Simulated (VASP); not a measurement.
Calculation: PBEsol GGA, VASP's PBE PAW potentials (set 64) (plane waves; VASP).

A VASP calculation is set up with these files.

**INCAR**
```
SYSTEM = GdGa2
PREC = Accurate
ENCUT = 480
EDIFF = 1E-7
NELM = 100
ALGO = Normal
LREAL = .FALSE.
LASPH = .TRUE.
ISMEAR = 1
SIGMA = 0.1
GGA = PS
LMAXMIX = 6
LWAVE = .FALSE.
LCHARG = .FALSE.
ISIF = 2
```

KPOINTS:
```
Automatic mesh
0
Gamma
8 8 8
0 0 0
```

POSCAR:
```
GdGa2
1
    4.1759529734     0.0000000000     0.0000000000
   -2.0879764867     3.6164813559     0.0000000000
    0.0000000000     0.0000000000     4.0489275829
Gd Ga
1 2
Direct
  0.0000000000   0.0000000000   0.0000000000
  0.6666670000   0.3333330000   0.5000000000
  0.3333330000   0.6666670000   0.5000000000
```

POTCAR, in this order: Gd_3 Ga_d (PBE.64 set). Program: vasp_std.

Output

### OSZICAR
```
       N       E                     dE             d eps       ncg     rms          rms(c)
DAV:   1     0.192404775714E+03    0.19240E+03   -0.16381E+04  2116   0.242E+03
DAV:   2     0.360840152031E+01   -0.18880E+03   -0.18552E+03  2233   0.455E+02
DAV:   3    -0.136232843450E+02   -0.17232E+02   -0.16868E+02  2430   0.117E+02
DAV:   4    -0.140965973618E+02   -0.47331E+00   -0.46509E+00  2807   0.196E+01
DAV:   5    -0.141044388511E+02   -0.78415E-02   -0.78396E-02  2515   0.228E+00    0.224E+01
DAV:   6    -0.139270617694E+02    0.17738E+00   -0.37996E-01  2604   0.948E+00    0.133E+01
DAV:   7    -0.139016803012E+02    0.25381E-01   -0.24325E-01  2925   0.502E+00    0.916E-01
DAV:   8    -0.138968988997E+02    0.47814E-02   -0.26813E-02  2444   0.198E+00    0.352E-01
DAV:   9    -0.138961720305E+02    0.72687E-03   -0.70479E-03  2662   0.539E-01    0.232E-01
DAV:  10    -0.138961642801E+02    0.77504E-05   -0.50402E-04  2431   0.132E-01    0.878E-02
DAV:  11    -0.138961630970E+02    0.11831E-05   -0.17862E-05  2813   0.331E-02    0.224E-02
DAV:  12    -0.138961625134E+02    0.58354E-06   -0.79707E-06  2742   0.130E-02    0.113E-02
DAV:  13    -0.138961624123E+02    0.10112E-06   -0.39997E-07  2328   0.498E-03    0.392E-03
DAV:  14    -0.138961623718E+02    0.40493E-07   -0.92762E-08  1731   0.159E-03
   1 F= -.13896162E+02 E0= -.13896064E+02  d E =-.296380E-03
```

File OUTCAR:
```
------------------------ aborting loop because EDIFF is reached ----------------------------------------
  FORCE on cell =-STRESS in cart. coord.  units (eV):
  Direction    XX          YY          ZZ          XY          YZ          ZX
  --------------------------------------------------------------------------------------
  Total        0.0072239      0.0072239      0.2298585      0.0000000      0.0000000      0.0000000
  in kB        0.1892768      0.1892768      6.0226744      0.0000000      0.0000000      0.0000000
  external PRESSURE =       2.1337427 kB  Pullay stress =       0.0000000 kB
  volume of cell :       61.15
      direct lattice vectors                 reciprocal lattice vectors
     4.175952973  0.000000000  0.000000000     0.239466298  0.138255932  0.000000000
    -2.087976487  3.616481356  0.000000000     0.000000000  0.276511864  0.000000000
     0.000000000  0.000000000  4.048927583     0.000000000  0.000000000  0.246978979
 POSITION                                       TOTAL-FORCE (eV/Angst)
 -----------------------------------------------------------------------------------
      0.00000      0.00000      0.00000        -0.000000      0.000000      0.000000
      2.08798      1.20549      2.02446        -0.000000      0.000000      0.000000
     -0.00000      2.41099      2.02446         0.000000     -0.000000      0.000000
 -----------------------------------------------------------------------------------
    total drift:                                0.000000      0.000000      0.000000
  FREE ENERGIE OF THE ION-ELECTRON SYSTEM (eV)
  ---------------------------------------------------
  free  energy   TOTEN  =       -13.8961623718 eV

  energy  without entropy=      -13.8958659919  energy(sigma->0) =      -13.89606358
```
(Selected blocks of OUTCAR.)

The 4f electrons are frozen in the core of the lanthanide potential, so 4f levels, which can set the real gap, and their magnetism are missing.

The structure comes from a computed database's GdGa2 entry (P6/mmm); how it stands against other phases isn't given here. It was relaxed first. The electron count is odd and the run is not spin-polarised, which forces a metal.
